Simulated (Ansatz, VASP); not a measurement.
# Cross-check of Ge (Germanium) between VASP and Ansatz, part 2 of 2

Wanted: the spread between two codes on one cell, functional and k mesh. The cell is taken from a series of runs on this material, whose earlier steps may have relaxed, scaled, displaced or heated it; both programs get it as it stands.

VASP 6.6.1 and Ansatz 0.2.0.

So far: The starting structure; VASP: zone-centre phonons, LDA.

## (2) VASP: zone-centre phonons, LDA (continued)

Level of this step: LDA; plane waves and PAW (Ge_d) (VASP).

Numbers of over 12 decimals in the logs are rounded to 6 here.

Parts of OUTCAR (step 2):

```text
ion  position               nearest neighbor table
   1  0.500  0.500  0.500-   2 2.44   2 2.44   2 2.44   2 2.44
   2  0.750  0.750  0.750-   1 2.44   1 2.44   1 2.44   1 2.44

  LATTYP: Found a body centered tetragonal cell.
 ALAT       =     3.9642702666
 C/A-ratio  =     1.4322182435

 Subroutine GETGRP returns: Found  4 space group operations
 (whereof  2 operations were pure point group operations)

The static configuration has the point symmetry C_1h.
 The point group associated with its full space group is C_2h.

   k-points           NKPTS =   1728   k-points in BZ     NKDIM =   1728   number of bands    NBANDS=     20

   dimension x,y,z NGX =    30 NGY =   30 NGZ =   30
   dimension x,y,z NGXF=    60 NGYF=   60 NGZF=   60

   ENCUT  =  500.0 eV  36.75 Ry    6.06 a.u.   7.27  7.27  7.23*2*pi/ulx,y,z

   NELECT =      28.0000    total number of electrons

 k-points in reciprocal lattice and weights: Points of the shifted mesh
   0.04166667  0.04166667  0.04166667       0.001
   0.04166667  0.04166667  0.12500000       0.001
   0.04166667  0.04166667  0.20833333       0.001
   0.04166667  0.04166667  0.29166667       0.001
   0.04166667  0.04166667  0.37500000       0.001
   0.04166667  0.04166667  0.45833333       0.001
   0.04166667  0.04166667  0.54166667       0.001
   0.04166667  0.04166667  0.62500000       0.001
   0.04166667  0.04166667  0.70833333       0.001
[...]
0.95833333  0.95833333  0.87500000       0.001
   0.95833333  0.95833333  0.95833333       0.001

 average (electrostatic) potential at core
       1 -75.2792       2 -75.2792

  Total        0.0200925      0.0200925     -0.2514450     -0.0025717     -0.0020812     -0.0020811
  in kB        0.7215657      0.7215657     -9.0299345     -0.0923549     -0.0747388     -0.0747383
  external PRESSURE =      -2.5289344 kB  Pullay stress =       0.0000000 kB

  energy-cutoff  :      500.00
  volume of cell :       44.61
      direct lattice vectors                 reciprocal lattice vectors
     0.000000000  2.803162388  2.838850099    -0.178369973  0.178369973  0.176127651
     2.803162388  0.000000000  2.838850099     0.178369973 -0.178369973  0.176127651
     2.803162388  2.803162388  0.000000000     0.178369973  0.178369973 -0.176127651

 POSITION                                       TOTAL-FORCE (eV/Angst)
 -----------------------------------------------------------------------------------
      2.80302      2.80302      2.83868         0.000164      0.000164      0.000219
      4.20488      4.20488      4.25845        -0.000164     -0.000164     -0.000219
 -----------------------------------------------------------------------------------
    total drift:                               -0.000000     -0.000000     -0.000000

 Eigenvectors and eigenvalues of the dynamical matrix
 ----------------------------------------------------

   1 f  =    8.823935 THz    55.442421 2PiTHz  294.334800 cm-1    36.492848 meV
             X         Y         Z           dx          dy          dz
      2.803021  2.803021  2.838676    -0.500000    0.500000    0.000000
      4.204885  4.204885  4.258449     0.500000   -0.500000   -0.000000

   2 f  =    8.822183 THz    55.431413 2PiTHz  294.276360 cm-1    36.485602 meV
             X         Y         Z           dx          dy          dz
      2.803021  2.803021  2.838676     0.473672    0.473672    0.226428
      4.204885  4.204885  4.258449    -0.473672   -0.473672   -0.226428

   3 f  =    8.819395 THz    55.413892 2PiTHz  294.183347 cm-1    36.474070 meV
             X         Y         Z           dx          dy          dz
      2.803021  2.803021  2.838676     0.160109    0.160109   -0.669873
      4.204885  4.204885  4.258449    -0.160109   -0.160109    0.669873

   4 f  =    0.000000 THz     0.000001 2PiTHz    0.000003 cm-1     0.000000 meV
             X         Y         Z           dx          dy          dz
      2.803021  2.803021  2.838676    -0.641386    0.294509   -0.043451
      4.204885  4.204885  4.258449    -0.641386    0.294509   -0.043451

   5 f/i=    0.000000 THz     0.000000 2PiTHz    0.000001 cm-1     0.000000 meV
             X         Y         Z           dx          dy          dz
      2.803021  2.803021  2.838676    -0.296770   -0.624405    0.148479
      4.204885  4.204885  4.258449    -0.296770   -0.624405    0.148479

   6 f/i=    0.000000 THz     0.000001 2PiTHz    0.000004 cm-1     0.000000 meV
             X         Y         Z           dx          dy          dz
      2.803021  2.803021  2.838676    -0.023472   -0.152915   -0.689975
      4.204885  4.204885  4.258449    -0.023472   -0.152915   -0.689975

 ELASTIC MODULI CONTR FROM IONIC RELAXATION (kBar)
 Direction    XX          YY          ZZ          XY          YZ          ZX
 --------------------------------------------------------------------------------
 XX          -0.0173     -0.0057     -0.0084      0.7564      1.8952      0.1462
 YY          -0.0057     -0.0173     -0.0084      0.4723      0.3698      1.9551
 ZZ          -0.0084     -0.0084     -0.0195      2.0939      0.1687      0.4711
 XY           0.7564      0.4723      2.0939   -238.0169      1.3614      2.3013
 YZ           1.8952      0.3698      0.1687      1.3614   -244.0889      1.5535
 ZX           0.1462      1.9551      0.4711      2.3013      1.5535   -243.7859
 --------------------------------------------------------------------------------
```

## (3) Ansatz: zone-centre phonons, LDA

Ansatz runs on its PAW soft_1 files.

The same cell, functional (in two slightly different forms), mesh and smearing now go to Ansatz, which takes its cutoff from its data sets.

input.yaml

```yaml
crystal:
  lattice:
    - [0.0, 2.803162388, 2.838850099]
    - [2.803162388, 0.0, 2.838850099]
    - [2.803162388, 2.803162388, 0.0]
  atoms:
    - { symbol: Ge, position: [0.499969367, 0.499969367, 0.4999803544] }
    - { symbol: Ge, position: [0.750030633, 0.750030633, 0.7500196456] }
kpoints:
  mp_grid: { grid: [12, 12, 12], shift: [0.5, 0.5, 0.5] }
hamiltonian:
  xc: lda
  pseudopotentials: { kind: paw, azcp: { folder: soft_1 }, xc_functional: pbe }
scf:
  occupations: { method: gaussian, width: 0.015 }
output:
  eigenvalues: true
phonons:
  method: dfpt
```

Launch:

```console
$ ansatz run input.yaml --threads 4 --pin off --max-ram 10240MiB --backend cpu --events-out ev --progress --plain --runs-dir out
```

The program printed:

```text
Engine: ansatz 0.2.0, x86_64-unknown-linux-gnu
Pseudopotentials: kind: paw
Pseudopotential: Ge, paw, valence charge 14, recommended cutoff 420 eV (normal), soft_1/Ge.paw.azcp
Functional definition: SPW92
  exchange = slater_x
  correlation = pw_c
Crystal: 2 atoms, lattice volume = 44.614 Å³
Basis set: ecut = 420 eV, 893 PW (Γ), exchange–correlation on 64×64×64 points (8 copies of the dense FFT grid, shifted against one another)
Bands: 18, of which v1, the nominal top of the filled ones, is band 14 counted from 1 (13 counted from 0)
Symmetry: 4 space group operations
k-points: 864 of 1728 (irreducible under 1 space group operation, time reversal used)
Non-local potential: Ge, projectors of the file, l = 0: 2, l = 1: 2, l = 2: 3, l = 3: 1
PAW form: soft (Blöchl's): semilocal exchange-correlation on the pseudo side does not see the compensation charge
PAW frozen core: Ge, regenerated for the run's functional, and the local potential with it (the file was generated under x = pbe(κ = 0.804, μ = 0.219515), c = pbe(β = 0.066725))
PAW one-centre angular grid: Ge, 590 points (default); XC on 64 Gauss nodes
Initial density: superposition of atomic densities (chi_scale 0.1, normalization cell)
Initial wavefunctions: pseudopotential atomic-orbital guess
Functional: x = slater, c = lda
SCF iter   1: F=—  HF=-8431.589561 eV  |F-HF|=—  |Δ(HF+E_count)|=         —  Δρ=3.52e-2  dr2=5.05e-1  ethr=3.10e-3  ⟨swp⟩=6.0  Hψ=72649  notcnv=0
preconditioner: auto → none  [insulator: Δε(μ)=0.254 eV  Ē_g=23.467 eV  σ=0.015 eV  W_gap=1.00  n_scr=14 (ndim 8)  ℏωp=29.4 eV  f_vac=0.000  D(μ)=0.00/eV (n_scr^D=0)  ε∞_Penn≈2.6]
SCF iter   2: F=—  HF=-8431.468792 eV  |F-HF|=—  |Δ(HF+E_count)|=   1.21e-1  Δρ=1.61e-2  dr2=8.32e-2  ethr=1.80e-3  ⟨swp⟩=2.0  Hψ=25917  notcnv=0
SCF iter   3: F=—  HF=-8431.453825 eV  |F-HF|=—  |Δ(HF+E_count)|=   1.50e-2  Δρ=2.29e-3  dr2=6.00e-4  ethr=2.97e-4  ⟨swp⟩=2.0  Hψ=22499  notcnv=0
SCF iter   4: F=—  HF=-8431.453988 eV  |F-HF|=—  |Δ(HF+E_count)|=   1.63e-4  Δρ=4.87e-4  dr2=8.72e-5  ethr=2.14e-6  ⟨swp⟩=2.0  Hψ=31086  notcnv=0
SCF iter   5: F=—  HF=-8431.453760 eV  |F-HF|=—  |Δ(HF+E_count)|=   2.28e-4  Δρ=5.45e-5  dr2=8.54e-7  ethr=3.11e-7  ⟨swp⟩=2.0  Hψ=30621  notcnv=0
SCF iter   6: F=—  HF=-8431.453756 eV  |F-HF|=—  |Δ(HF+E_count)|=   3.28e-6  Δρ=3.83e-5  dr2=3.26e-7  ethr=3.05e-9  ⟨swp⟩=2.0  Hψ=27648  notcnv=0
SCF iter   7: F=—  HF=-8431.453756 eV  |F-HF|=—  |Δ(HF+E_count)|=   3.01e-7  Δρ=4.58e-6  dr2=4.21e-9  ethr=1.17e-9  ⟨swp⟩=2.0  Hψ=25920  notcnv=0
SCF iter   8: F=-8431.453756 eV  HF=-8431.453756 eV  |F-HF|=0.00e0  |Δ(HF+E_count)|=   4.20e-9  Δρ=1.18e-7  dr2=4.07e-12  ethr=1.00e-12  ⟨swp⟩=4.2  Hψ=83192  notcnv=0
SCF 1 converged in 8 iterations: F = -8431.453756 eV  dr2 = 4.07e-12
  greatest PAW one-centre occupation: 0.998 electrons in one spin orbital (limit 2), on the Ge atom at site 1 (counted from 0), in its partial waves of l = 2
DFPT response loops at Γ: preconditioner auto → none (the input reference at scf.mixing.eps_inf says where Resta's filter doesn't serve); β = 0.50; Broyden in place of MSR1
SCF converged after 8 iterations
Free energy (F): -8431.453756 eV
Harris-Foulkes:  -8431.453756 eV  (|F-HF|=0.00e0)
Internal energy: -8431.453756 eV  (E = F + TS)
E sigma→0 (E₀):  -8431.453756 eV
Fermi energy:    8.468956 eV
--- Per-component energies (eV) ---
  E_band       = -306.523608
  E_kinetic    = 187.021088
  E_local      = -4490.057916  (includes V_loc(G=0)·N_el)
  E_nonlocal   = 442.040805
  E_hartree    = 2138.409670
  E_xc         = -143.126909
  E_vxc        = -131.640799  (∫ρ·V_xc dr)
  E_paw        = -3869.086134  (= ΣΔE_a)
  E_vpaw       = -590.706252  (= ΣTr[D̂ρ^β])
  E_aug_tail   = 0.000031  (compensation charges beyond the density's cutoff)
  E_ewald      = -2700.471044
  E_core_change = 3.816653  (= ΣΔE_core)
  E_smearing   = -0.000000  (= −TS)
  E_closure    = 0.000000  (closes the sum)
  Σ components = -8431.453756   (vs F -8431.453756, Δ=0.00e0)
--- Band table (eV; the first three rows and the last of 864) ---
  k-point 0: bands = [... 10 lower, -4.4798, 7.6493, 8.3438, 8.4105, 9.0043, 11.0024, 11.0087, 11.0736]
  k-point 1: bands = [... 10 lower, -4.3647, 6.4777, 7.8401, 8.3383, 9.5746, 11.1241, 11.1796, 11.8173]
  k-point 2: bands = [... 10 lower, -4.0822, 4.8977, 7.3970, 8.0184, 9.4923, 11.5562, 11.7906, 12.9248]
  k-point 863: bands = [... 10 lower, -2.3701, 0.7302, 6.7578, 6.9364, 8.7817, 12.1006, 12.2297, 15.5177]
--- Phonons (Γ-DFPT): 2 representative perturbations + reference, on 864 of 1728 k-points (Σ response iterations 6) ---
  k mesh reduced under 1 symmetry operation, with k and −k counted as one. Each operation leaves every solved perturbation unchanged. A smaller set is not used because it would not reduce the number of displacements times k-points to solve
  ASR residual: 7.298e-5 → 0.000e0 eV/Å²; symmetrization residual: 1.203e-6 eV/Å²
  ASR residual per site (eV/Å²): 7.30e-5 7.30e-5
  Γ frequencies (cm⁻¹): 0.00 0.00 0.00 292.11 292.16 292.81
  non-analytic LO–TO correction: not included (Born effective charges unavailable; polar crystals: no LO–TO splitting at Γ)
```

The column dr2 measures how far the density is from self-consistency, as an energy; F and HF (Harris–Foulkes) agree once it is small.

## (4) Comparison

Known differences besides the potentials themselves: the two LDA forms differ slightly; the cutoff is 420 eV in Ansatz and 500 eV in VASP; VASP's log shows a relativistic correction to its local exchange, Ansatz's none. Total energies have different zeros and are not compared.

Both answers:

| quantity | Ansatz | VASP | difference |
| --- | --- | --- | --- |
| optical mode 1 to 2 (cm⁻¹) | 292.1 | 294.2 | -0.70 % |
| optical mode 3 (cm⁻¹) | 292.8 | 294.3 | -0.52 % |

Modes are paired by rising frequency, not by their patterns, so a pair may set unlike modes beside each other; they are those without the splitting of longitudinal modes.

## (5) Results

```json
{
  "r.m.s. difference of the optical zone-centre modes, each program's sorted by frequency (zone-centre phonons, LDA)": "1.9 cm⁻¹",
  "difference in optical mode 1 to 2 (zone-centre phonons, LDA)": "-0.7 %"
}
```

What this shows: The r.m.s. difference of the optical zone-centre modes, each program's sorted by frequency is 1.9 cm⁻¹ (zone-centre phonons, LDA). Among the rows given in per cent, the largest difference of the zone-centre phonons, LDA pair is in optical mode 1 to 2, -0.7 %. How closely two codes agree says nothing of how well the functional describes the real material.

[Lines on the potential files, build, host, timing and source positions are cut from VASP's logs without a mark.]

[Logs are printed without paths, hosts, clocks, repeated set-up lines and the standing remarks that a program may print on its own settings, such as how far it seeks lower states.]

[Hosts, paths, dates, database ids (printed as entryN), source tags and the programs' standing remarks are cut or masked in the printed files.]
